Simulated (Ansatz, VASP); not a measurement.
# KTaP2 in VASP and in Ansatz

File INCAR:

```
PREC = Accurate
ENCUT = 600
EDIFF = 1E-6
ISMEAR = 0
SIGMA = 0.1
LREAL = F
LASPH = T
NELM = 60
ALGO = Normal
ISIF = 3
LWAVE = F
LCHARG = F
GGA = PE
IBRION = 2
NSW = 100
EDIFFG = -0.01
```

Contents of KPOINTS:

```
regular mesh
0
Gamma
  18 18 6
```

File POSCAR:

```
KTaP2
1.0
    3.5640317183      0.0000000000      0.0000000000
   -1.7820158592      3.0865420079      0.0000000000
    0.0000000000      0.0000000000      7.9844793212
K Ta P
1 1 2
Direct
    0.0000000000      0.0000000000      0.0000000000
    0.0000000000      0.0000000000      0.5000000000
    0.3333333333      0.6666666667      0.6890514052
    0.6666666667      0.3333333333      0.3109485948
```

Input for Ansatz:

```yaml
crystal:
  lattice:
    - [3.5640317183, 0.0, 0.0]
    - [-1.7820158592, 3.0865420079, 0.0]
    - [0.0, 0.0, 7.9844793212]
  atoms:
    - { symbol: K, position: [0.0, 0.0, 0.0] }
    - { symbol: Ta, position: [0.0, 0.0, 0.5] }
    - { symbol: P, position: [0.3333333333, 0.6666666667, 0.6890514052] }
    - { symbol: P, position: [0.6666666667, 0.3333333333, 0.3109485948] }
basis:
  ecutwfc: 420
kpoints:
  mp_grid: { grid: [18, 18, 6] }
hamiltonian:
  xc: pbe
scf:
  occupations: { method: gaussian, width: 0.1 }
output:
  forces: true
  stress: true
  eigenvalues: true
relax:
  adjacent_minimum: "off"
  f_tol: 0.01
  max_steps: 80
  cell: { stress_tol: 0.05 }
```

Alike in both runs: task relaxation of cell and atoms; functional PBE; k mesh 18 × 18 × 6; occupations gaussian, width 0.1 eV; no spin polarisation.

|  | VASP | Ansatz |
| --- | --- | --- |
| version | VASP 6.6.1 | Ansatz 0.2.0 |
| potentials or method | VASP PAW PBE potentials, release 64 (K_sv, Ta_pv, P) | scalar-relativistic, plane waves, PAW |
| plane-wave cutoff (eV) | 600 | 420 |
| valence electrons in the cell | 30 | 32 |

```tsv
	VASP	Ansatz	Ansatz less VASP
gap on the k mesh at the Fermi level, each at its own relaxed structure (eV)	none	none	-
relaxed volume (Å³/atom)	21.97	21.93	-0.036
relaxed cell length with the largest relative difference (Å)	3.564	3.561	-0.0023
```

A gap of «none» marks a metal or a gap that the smearing closes. The two sets of potentials don't hold the same shells in valence.

Spin-orbit coupling is left out, which matters for the levels of Ta.
